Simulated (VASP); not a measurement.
An input for Quantum ESPRESSO's pw.x (written as the equivalent of a VASP run, and not itself run):

```
&CONTROL
  calculation = 'vc-relax'
  pseudo_dir = './pseudo'
  outdir = './out'
  tprnfor = .true.
  tstress = .true.
  nstep = 40
  forc_conv_thr = 0.00078
/
&SYSTEM
  ibrav = 0
  nat = 2
  ntyp = 1
  ecutwfc = 70
  occupations = 'smearing'
  smearing = 'methfessel-paxton'
  degauss = 0.00735
  input_dft = 'pz'
/
&ELECTRONS
  conv_thr = 7.3e-08
  electron_maxstep = 100
/
&IONS
/
&CELL
  press = 100
/
ATOMIC_SPECIES
  Bi 208.980 Bi.upf
CELL_PARAMETERS angstrom
     3.7685547   -2.1641331   -0.0645401
     3.7685547    2.1641331   -0.0645401
     2.5866970    0.0000000    3.4926553
ATOMIC_POSITIONS crystal
  Bi   0.2440853  0.2440853  0.2440853
  Bi   0.7559147  0.7559147  0.7559147
K_POINTS automatic
  10 10 10 0 0 0
```

Task: Write the VASP files for the same calculation (LDA).

Result: This is not unique; one that fits is 
File KPOINTS:
```
Automatic mesh
0
Gamma
10 10 10
0 0 0
```

File POSCAR:
```
Bi
1
    3.7685547354    -2.1641331075    -0.0645400954
    3.7685547354     2.1641331075    -0.0645400954
    2.5866969730     0.0000000000     3.4926553469
Bi
2
Direct
  0.2440852847   0.2440852847   0.2440852848
  0.7559147153   0.7559147153   0.7559147152
```

### INCAR
```
ALGO = Normal
EDIFF = 1E-6
EDIFFG = -0.02
ENCUT = 500
IBRION = 2
ISIF = 3
ISMEAR = 1
LASPH = .TRUE.
LCHARG = .FALSE.
LMAXMIX = 4
LREAL = .FALSE.
LWAVE = .FALSE.
NELM = 100
NSW = 40
PREC = Accurate
PSTRESS = 100
SIGMA = 0.1
SYSTEM = Bi
```

POTCAR, in this order: Bi_d (LDA.64 set). Program: vasp_std.

Limits of the translation: the potentials are each code's own (VASP's PAW set, PseudoDojo norm-conserving files in pw.x), so ENCUT and ecutwfc are chosen apart and not converted; conv_thr bounds pw.x's estimated SCF error, while EDIFF bounds the energy change between steps; forc_conv_thr acts on force components and is met together with etot_conv_thr.

The compound is Bi in the a7 structure. It was relaxed first under an external pressure of 10 GPa.
